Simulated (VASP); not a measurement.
Method: LDA (Ceperley-Alder, Perdew-Zunger), VASP's LDA PAW potentials (set 64) (plane waves; VASP 6.6.1).

The input files of a VASP run:

File KPOINTS:
```
Automatic mesh
0
Gamma
11 11 11
0 0 0
```

### INCAR
```
EDIFFG=-0.01
LWAVE=.FALSE.
LCHARG=.FALSE.
PREC=Accurate
NSW=60   # most ionic steps
SIGMA=0.1
LASPH=.TRUE.
ISIF=3   # ions, shape and volume
SYSTEM=Pb
ISMEAR=1   # Methfessel-Paxton
NELM=100   # most electronic steps
ENCUT=520   # plane-wave cut-off (eV)
IBRION=2   # conjugate gradients
EDIFF=1E-6
ALGO=Normal   # blocked Davidson
LREAL=.FALSE.
LMAXMIX=4   # l cut-off of mixed one-centre charges
```

### POSCAR
```
Pb
1.0
  0.0000000000   2.4750000000   2.4750000000
  2.4750000000   0.0000000000   2.4750000000
  2.4750000000   2.4750000000   0.0000000000
Pb
1
Direct
  0.0000000000   0.0000000000   0.0000000000
```

POTCAR, in this order: Pb_d (LDA.64 set). Program: vasp_std.

What VASP printed:

OSZICAR:
```
       N       E                     dE             d eps       ncg     rms          rms(c)
DAV:   1     0.102905524030E+03    0.10291E+03   -0.75071E+03  1250   0.151E+03
DAV:   2     0.322962555523E+00   -0.10258E+03   -0.10074E+03  1268   0.325E+02
DAV:   3    -0.415362900712E+01   -0.44766E+01   -0.44533E+01  1485   0.790E+01
DAV:   4    -0.426087542261E+01   -0.10725E+00   -0.10716E+00  1480   0.137E+01
DAV:   5    -0.426556933298E+01   -0.46939E-02   -0.46937E-02  1584   0.254E+00    0.546E-01
DAV:   6    -0.425373519724E+01    0.11834E-01   -0.17726E-02  1484   0.253E+00    0.263E-01
DAV:   7    -0.425057621457E+01    0.31590E-02   -0.70694E-03  1451   0.149E+00    0.844E-02
DAV:   8    -0.425033181037E+01    0.24440E-03   -0.31827E-04  1628   0.377E-01    0.955E-03
DAV:   9    -0.425033029239E+01    0.15180E-05   -0.88871E-06  1504   0.586E-02    0.384E-03
DAV:  10    -0.425033045501E+01   -0.16261E-06   -0.30599E-07   787   0.609E-03
   1 F= -.42503305E+01 E0= -.42503188E+01  d E =-.425033E+01
       N       E                     dE             d eps       ncg     rms          rms(c)
DAV:   1    -0.485627061144E+01   -0.60594E+00   -0.16566E+01  1439   0.866E+01    0.407E+00
DAV:   2    -0.432409932529E+01    0.53217E+00   -0.10792E+00  1415   0.246E+01    0.136E+00
DAV:   3    -0.425762896964E+01    0.66470E-01   -0.26001E-01  1520   0.112E+01    0.108E-01
DAV:   4    -0.425773097978E+01   -0.10201E-03   -0.34494E-03  1250   0.599E-01    0.605E-02
DAV:   5    -0.425805519005E+01   -0.32421E-03   -0.13468E-03  1347   0.306E-01    0.249E-02
DAV:   6    -0.425803466687E+01    0.20523E-04   -0.46772E-05  1385   0.112E-01    0.475E-03
DAV:   7    -0.425803473630E+01   -0.69431E-07   -0.49305E-06  1334   0.235E-02
   2 F= -.42580347E+01 E0= -.42577567E+01  d E =-.770428E-02
       N       E                     dE             d eps       ncg     rms          rms(c)
DAV:   1    -0.429589760690E+01   -0.37863E-01   -0.11108E+00  1439   0.244E+01    0.996E-01
DAV:   2    -0.426349832290E+01    0.32399E-01   -0.65149E-02  1418   0.569E+00    0.347E-01
DAV:   3    -0.425899546417E+01    0.45029E-02   -0.18389E-02  1554   0.291E+00    0.291E-02
DAV:   4    -0.425899180726E+01    0.36569E-05   -0.22136E-04  1295   0.179E-01    0.162E-02
DAV:   5    -0.425900670128E+01   -0.14894E-04   -0.11689E-04  1276   0.107E-01    0.892E-03
DAV:   6    -0.425900212263E+01    0.45787E-05   -0.10419E-05  1437   0.642E-02    0.165E-03
DAV:   7    -0.425900193998E+01    0.18264E-06   -0.88093E-07  1226   0.113E-02
   3 F= -.42590019E+01 E0= -.42588138E+01  d E =-.867148E-02
```

**OUTCAR**
```
------------------------ aborting loop because EDIFF is reached ----------------------------------------
  FORCE on cell =-STRESS in cart. coord.  units (eV):
  Direction    XX          YY          ZZ          XY          YZ          ZX
  --------------------------------------------------------------------------------------
  Total       -0.0030100     -0.0030100     -0.0030100      0.0000000      0.0000000      0.0000000
  in kB       -0.1661144     -0.1661144     -0.1661144      0.0000000      0.0000000      0.0000000
  external PRESSURE =      -0.1661144 kB  Pullay stress =       0.0000000 kB
  volume of cell :       29.03
      direct lattice vectors                 reciprocal lattice vectors
    -0.000000000  2.439371847  2.439371847    -0.204970800  0.204970800  0.204970800
     2.439371847 -0.000000000  2.439371847     0.204970800 -0.204970800  0.204970800
     2.439371847  2.439371847 -0.000000000     0.204970800  0.204970800 -0.204970800
 POSITION                                       TOTAL-FORCE (eV/Angst)
 -----------------------------------------------------------------------------------
      0.00000      0.00000      0.00000         0.000000      0.000000      0.000000
 -----------------------------------------------------------------------------------
    total drift:                               -0.000000     -0.000000     -0.000000
  FREE ENERGIE OF THE ION-ELECTRON SYSTEM (eV)
  ---------------------------------------------------
  free  energy   TOTEN  =        -4.2590019400 eV

  energy  without entropy=       -4.2584373849  energy(sigma->0) =       -4.25881375

 reached required accuracy - stopping structural energy minimisation
```
(Selected blocks of OUTCAR.)

File CONTCAR:
```
Pb
   1.00000000000000
    -0.0000000000000000    2.4393718468669729    2.4393718468669729
     2.4393718468669725   -0.0000000000000000    2.4393718468669729
     2.4393718468669725    2.4393718468669729   -0.0000000000000000
  Pb
     1
Direct
     0.0000000000000000    0.0000000000000000    0.0000000000000000
```

**OUTCAR**
```
 val. band max:        7.6512751757   @ k =   0.3636   0.2727   0.0000

 cond. band min:       7.7185075003   @ k =  -0.4545   0.3636   0.1818


 Fermi energy:         7.6545268803

 k-point     1 :       0.0000    0.0000    0.0000
  band No.  band energies     occupation
      1      -9.5372      2.00000
      2      -9.5372      2.00000
      3      -9.5372      2.00000
      4      -9.3745      2.00000
      5      -9.3745      2.00000
      6      -4.5609      2.00000
      7      15.2046      0.00000
      8      15.2046      0.00000
      9      15.2046      0.00000
     10      17.3584      0.00000
     11      19.5360      0.00000

 k-point     2 :       0.0909    0.0000    0.0000
  band No.  band energies     occupation
      1      -9.5379      2.00000
      2      -9.5239      2.00000
      3      -9.5239      2.00000
      4      -9.3752      2.00000
      5      -9.3752      2.00000
      6      -4.3945      2.00000
      7      13.4126      0.00000
      8      15.0031      0.00000
      9      15.0031      0.00000
     10      17.1012      0.00000
     11      20.1605      0.00000

 k-point     3 :       0.1818    0.0000    0.0000
  band No.  band energies     occupation
      1      -9.5423      2.00000
      2      -9.5002      2.00000
      3      -9.5002      2.00000
      4      -9.3646      2.00000
      5      -9.3646      2.00000
      6      -3.8939      2.00000
      7      10.4791      0.00000
      8      14.5282      0.00000
      9      14.5282      0.00000
     10      16.8507      0.00000
     11      20.1644      0.00000

 k-point     4 :       0.2727    0.0000    0.0000
  band No.  band energies     occupation
      1      -9.5530      2.00000
      2      -9.4979      2.00000
      3      -9.4979      2.00000
      4      -9.3208      2.00000
      5      -9.3208      2.00000
      6      -3.0662      2.00000
      7       7.6444      1.17002
      8      13.9926      0.00000
      9      13.9926      0.00000
...
```

Energy and stress use the plane-wave basis of the starting cell. Unless said otherwise, spin-orbit coupling is left out, though it shifts the bands of the heavy elements here.

The compound is Pb in the fcc structure. This run relaxes it. Symmetry was kept, so distortions that lower it aren't found.
